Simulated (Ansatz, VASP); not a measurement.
# FeMo: VASP beside Ansatz

Aim: how closely do two programs agree when they are given the same cell, functional and k mesh? The cell is invented: As first built, before any earlier steps moved the atoms (in the runner's words): it takes the FeRu structure with some of its atoms replaced by other elements, volume scaled by an estimate. It may not be a known or stable phase. The cell is taken from a series of VASP runs on this material, whose earlier steps may have relaxed, scaled or displaced it; both programs get it as it stands. Other levels of theory on this material are compared in a session of their own.

Method: plane waves, with VASP 6.6.1 beside it; band structure at LDA, in Ansatz 0.2.0.

## 1. The starting structure

Symmetry: P-6m2, No. 187, hexagonal system. Conventional cell: a = 2.642 Å, b = 2.642 Å, c = 4.124 Å, α = 90.00°, β = 90.00°, γ = 120.00°. Mo has 6 Fe at 2.56 Å and 6 Mo at 2.64 Å nearest. Nearest to Fe lie 6 Mo at 2.56 Å and 6 Fe at 2.64 Å. As first built, before any earlier steps moved the atoms (in the runner's words): sites of the FeRu structure (space group 187) filled with other elements, volume scaled by an estimate. Farther neighbours are not listed.

## 2. VASP: band structure, LDA

With cell and atoms fixed, the geometry can't cause a difference; cores, projectors, grids and the points listed under the comparison can.

Lines of VASP's logs that name or quote its potential files are left out, and so is its time.

Contents of INCAR:

```
SYSTEM = FeMo
PREC = Accurate
ENCUT = 400
EDIFF = 1E-06
NELM = 100
ISMEAR = -1
SIGMA = 0.05
LREAL = .FALSE.
ALGO = Normal
GGA = CA
NBANDS = 24
ISPIN = 2
MAGMOM = 1 3
LMAXMIX = 4
LORBIT = 11
LWAVE = .FALSE.
LCHARG = .FALSE.
```

Contents of POSCAR:

```
FeMo
1.0
    2.6422242375     -0.0000000268      0.0000000000
   -1.3211116653      2.2882334342      0.0000000000
    0.0000000000      0.0000000000      4.1237793903
Mo Fe
1 1
Direct
    0.6666666700      0.3333333300      0.0000000000
    0.0000000000      0.0000000000      0.5000000000
```

Contents of KPOINTS:

```
Automatic mesh
0
Gamma
10 10 6
0 0 0
```

Contents of KPOINTS_OPT:

```
Line mode
16
Line-mode
Reciprocal
  0.00000000   0.00000000   0.00000000 GAMMA
  0.50000000   0.00000000   0.00000000 M

  0.50000000   0.00000000   0.00000000 M
  0.33333333   0.33333333   0.00000000 K

  0.33333333   0.33333333   0.00000000 K
  0.00000000   0.00000000   0.00000000 GAMMA

  0.00000000   0.00000000   0.00000000 GAMMA
  0.00000000   0.00000000   0.50000000 A

  0.00000000   0.00000000   0.50000000 A
  0.50000000   0.00000000   0.50000000 L

  0.50000000   0.00000000   0.50000000 L
  0.33333333   0.33333333   0.50000000 H

  0.33333333   0.33333333   0.50000000 H
  0.00000000   0.00000000   0.50000000 A

  0.50000000   0.00000000   0.50000000 L
  0.50000000   0.00000000   0.00000000 M

  0.33333333   0.33333333   0.00000000 K
  0.33333333   0.33333333   0.50000000 H
```

PAW data sets: Mo_sv and Fe (LDA family, release 64).

Launch:

```bash
$ mpirun -np 1 vasp_std
```

Numbers of over 12 decimals in the logs are rounded to 6 here.

What it wrote:

```text
[banner, memory and clock lines left out]
running    1 mpi-ranks, on    1 nodes
 distrk:  each k-point on    1 cores,    1 groups
 distr:  one band on    1 cores,    1 groups

 POSCAR found type information on POSCAR MoFe
 POSCAR found :  2 types and       2 ions
 LDA part: xc-table for (Slater(with rela. corr.)+CA(PZ))
 , standard interpolation
 POSCAR, INCAR and KPOINTS ok, starting setup
 FFT: planning ... GRIDC
 FFT: planning ... GRID_SOFT
 FFT: planning ... GRID
 WAVECAR not read
 entering main loop
       N       E                     dE             d eps       ncg     rms          rms(c)
DAV:   1     0.153883621183E+03    0.15388E+03   -0.10059E+04  5640   0.935E+02
DAV:   2    -0.182946350269E+02   -0.17218E+03   -0.16355E+03  5632   0.281E+02
DAV:   3    -0.229280644847E+02   -0.46334E+01   -0.45831E+01  6536   0.530E+01
DAV:   4    -0.229709303475E+02   -0.42866E-01   -0.42860E-01  5656   0.498E+00
DAV:   5    -0.229716887572E+02   -0.75841E-03   -0.75841E-03  6616   0.700E-01    0.259E+01
DAV:   6    -0.377056438126E+02   -0.14734E+02   -0.10725E+02  6600   0.932E+01    0.409E+01
DAV:   7    -0.210567546559E+02    0.16649E+02   -0.33194E+01  6648   0.603E+01    0.648E+00
DAV:   8    -0.210822397047E+02   -0.25485E-01   -0.15647E+00  7960   0.791E+00    0.436E+00
DAV:   9    -0.209846006328E+02    0.97639E-01   -0.72513E-01  7640   0.631E+00    0.177E+00
DAV:  10    -0.209756911520E+02    0.89095E-02   -0.43453E-02  7264   0.138E+00    0.857E-01
DAV:  11    -0.209763348954E+02   -0.64374E-03   -0.28746E-03  7216   0.395E-01    0.414E-01
DAV:  12    -0.209764107791E+02   -0.75884E-04   -0.10274E-03  7600   0.200E-01    0.146E-01
DAV:  13    -0.209765082536E+02   -0.97474E-04   -0.15196E-04  7576   0.985E-02    0.750E-02
DAV:  14    -0.209765855094E+02   -0.77256E-04   -0.44674E-04  7384   0.151E-01    0.651E-02
DAV:  15    -0.209765883861E+02   -0.28766E-05   -0.58291E-05  6904   0.504E-02    0.441E-02
DAV:  16    -0.209766070398E+02   -0.18654E-04   -0.54096E-05  7088   0.607E-02    0.396E-02
DAV:  17    -0.209766169630E+02   -0.99232E-05   -0.73323E-05  7144   0.703E-02    0.183E-02
DAV:  18    -0.209766204358E+02   -0.34728E-05   -0.32045E-05  7312   0.459E-02    0.827E-03
DAV:  19    -0.209766206155E+02   -0.17969E-06   -0.11406E-06  2920   0.799E-03
   1 F= -.20976621E+02 E0= -.20963930E+02  d E =-.253811E-01  mag=    -0.0001
 Start KPOINTS_OPT (optional k-point list driver)
k-point batch [1-56\144]
       N       E                     dE             ncg
DAV:   1     0.256882460358E+04   -0.28882E+05     5656
DAV:   2    -0.716859681242E+04   -0.97374E+04     5792
DAV:   3    -0.743988599688E+04   -0.27129E+03     6392
DAV:   4    -0.744247451576E+04   -0.25885E+01     5888
DAV:   5    -0.744251824547E+04   -0.43730E-01     6416
DAV:   6    -0.744251946361E+04   -0.12181E-02     5920
DAV:   7    -0.744251950867E+04   -0.45063E-04     6440
DAV:   8    -0.744251951020E+04   -0.15319E-05     4144
DAV:   9    -0.744251951037E+04   -0.16691E-06     3632
[...]
k-point batch [113-144\144]
       N       E                     dE             ncg
DAV:   1     0.192243471959E+05   -0.29452E+05     3280
DAV:   2     0.137490363904E+05   -0.54753E+04     3456
DAV:   3     0.136016245311E+05   -0.14741E+03     3456
DAV:   4     0.136002428047E+05   -0.13817E+01     3568
DAV:   5     0.136002171542E+05   -0.25651E-01     3456
DAV:   6     0.136002164165E+05   -0.73771E-03     3584
DAV:   7     0.136002163899E+05   -0.26562E-04     3552
DAV:   8     0.136002163890E+05   -0.89442E-06     2496
```

Parts of OUTCAR (step 2):

```text
ion  position               nearest neighbor table
   1  0.667  0.333  0.000-   2 2.56   2 2.56   2 2.56   2 2.56   2 2.56   2 2.56
   2  0.000  0.000  0.500-   1 2.56   1 2.56   1 2.56   1 2.56   1 2.56   1 2.56

  LATTYP: Found a hexagonal cell.
 ALAT       =     2.6422242375
 C/A-ratio  =     1.5607227168

 Subroutine GETGRP returns: Found 12 space group operations
 (whereof 12 operations were pure point group operations)

The static configuration has the point symmetry D_3h.

 Found     56 irreducible k-points:

   k-points           NKPTS =     56   k-points in BZ     NKDIM =     56   number of bands    NBANDS=     24

   dimension x,y,z NGX =    18 NGY =   18 NGZ =   28
   dimension x,y,z NGXF=    36 NGYF=   36 NGZF=   56

   ENCUT  =  400.0 eV  29.40 Ry    5.42 a.u.   4.31  4.31  6.72*2*pi/ulx,y,z

   NELECT =      22.0000    total number of electrons

 k-points in reciprocal lattice and weights: Automatic mesh
   0.00000000  0.00000000  0.00000000       0.002
   0.10000000  0.00000000  0.00000000       0.010
   0.20000000  0.00000000  0.00000000       0.010
   0.30000000  0.00000000  0.00000000       0.010
   0.40000000  0.00000000  0.00000000       0.010
   0.50000000  0.00000000  0.00000000       0.005
   0.10000000  0.10000000  0.00000000       0.010
   0.20000000  0.10000000  0.00000000       0.020
   0.30000000  0.10000000  0.00000000       0.020
[...]
0.40000000  0.20000000  0.50000000       0.010
   0.30000000  0.30000000  0.50000000       0.010

 average (electrostatic) potential at core
       1 -70.8322       2 -39.1347

 E-fermi :  10.3735

 spin component 1
 k-point     1 :       0.0000    0.0000    0.0000
  band No.  band energies     occupation
    ...
      9       9.4422      1.00000
     10       9.9226      0.99988
     11       9.9226      0.99988
     12       9.9504      0.99979
     13       9.9504      0.99979
     14      12.2242      0.00000
     15      13.6274      0.00000
     16      13.6274      0.00000
     17      21.7582      0.00000
     18      24.9213      0.00000
    ...

 k-point     2 :       0.1000    0.0000    0.0000
  band No.  band energies     occupation
    ...
      9       9.5539      1.00000
     10       9.6768      1.00000
     11       9.8245      0.99998
     12       9.9565      0.99976
     13      10.2717      0.88464
     14      10.9510      0.00001
     15      13.6355      0.00000
     16      15.2507      0.00000
     17      21.7168      0.00000
     18      25.8454      0.00000
    ...

 k-point     3 :       0.2000    0.0000    0.0000
  band No.  band energies     occupation
    ...
      8       8.5332      1.00000
      9       9.3598      1.00000
     10       9.5143      1.00000
     11       9.8439      0.99997
     12      10.1454      0.98967
     13      10.5137      0.05716
     14      11.3607      0.00000
     15      13.6465      0.00000
     16      17.4596      0.00000
     17      21.5449      0.00000
    ...

 k-point     4 :       0.3000    0.0000    0.0000
  band No.  band energies     occupation
    ...
      7       7.2413      1.00000
      8       8.3234      1.00000
      9       9.1617      1.00000
     10       9.4757      1.00000
     11       9.8207      0.99998
     12      10.4277      0.25279
     13      11.7065      0.00000
     14      13.0511      0.00000
     15      13.6445      0.00000
     16      19.5183      0.00000
    ...

 k-point     5 :       0.4000    0.0000    0.0000
  band No.  band energies     occupation
    ...
      7       6.4303      1.00000
      8       8.7783      1.00000
      9       8.8966      1.00000
     10       9.6283      1.00000
     11       9.8502      0.99997
     12      10.9300      0.00001
     13      13.3651      0.00000
     14      13.6340      0.00000
     15      14.8668      0.00000
     16      19.2680      0.00000
    ...

 k-point     6 :       0.5000    0.0000    0.0000
  band No.  band energies     occupation
    ...
      7       6.6354      1.00000
      8       8.7994      1.00000
      9       9.1711      1.00000
     10       9.5617      1.00000
     11      10.0133      0.99926
     12      11.1332      0.00000
     13      13.6283      0.00000
     14      14.1586      0.00000
     15      15.7701      0.00000
     16      18.4284      0.00000
    ...

  Total        0.0159095      0.0159096     -0.0014238      0.0000000      0.0000000      0.0000000
  in kB        1.0223581      1.0223582     -0.0914940      0.0000002      0.0000000      0.0000000
  external PRESSURE =       0.6510741 kB  Pullay stress =       0.0000000 kB

  energy-cutoff  :      400.00
  volume of cell :       24.93
      direct lattice vectors                 reciprocal lattice vectors
     2.642224237 -0.000000027  0.000000000     0.378469015  0.218509101  0.000000000
    -1.321111665  2.288233434  0.000000000     0.000000004  0.437018353  0.000000000
     0.000000000  0.000000000  4.123779390     0.000000000  0.000000000  0.242495998

 POSITION                                       TOTAL-FORCE (eV/Angst)
 -----------------------------------------------------------------------------------
      1.32111      0.76274      0.00000         0.000000     -0.000000      0.000000
      0.00000      0.00000      2.06189        -0.000000      0.000000      0.000000
 -----------------------------------------------------------------------------------
    total drift:                               -0.000020      0.000012      0.000000

  FREE ENERGIE OF THE ION-ELECTRON SYSTEM (eV)
  ---------------------------------------------------
  free  energy   TOTEN  =       -20.9766206155 eV

  energy  without entropy=      -20.9512395254  energy(sigma->0) =      -20.96393007

 total charge
# of ion       s       p       d       tot
------------------------------------------
    1        2.437   6.218   4.148  12.803
    2        0.507   0.557   6.377   7.441
--------------------------------------------------
tot          2.944   6.775  10.525  20.244

 magnetization (x)
# of ion       s       p       d       tot
------------------------------------------
    1       -0.000   0.000   0.000   0.000
    2       -0.000  -0.000   0.002   0.002
--------------------------------------------------
tot         -0.000   0.000   0.002   0.002

[... 6 further parts left out ...]
```

The run ends at a pressure of 0.07 GPa.

(Continued in part 2 of 2.)

[Lines on the potential files, build, host, timing and source positions are cut from VASP's logs without a mark.]

[Logs are printed without paths, hosts, clocks, repeated set-up lines and the standing remarks that a program may print on its own settings, such as how far it seeks lower states.]

[Hosts, paths, dates, database ids (printed as entryN), source tags and the programs' standing remarks are cut or masked in the printed files.]
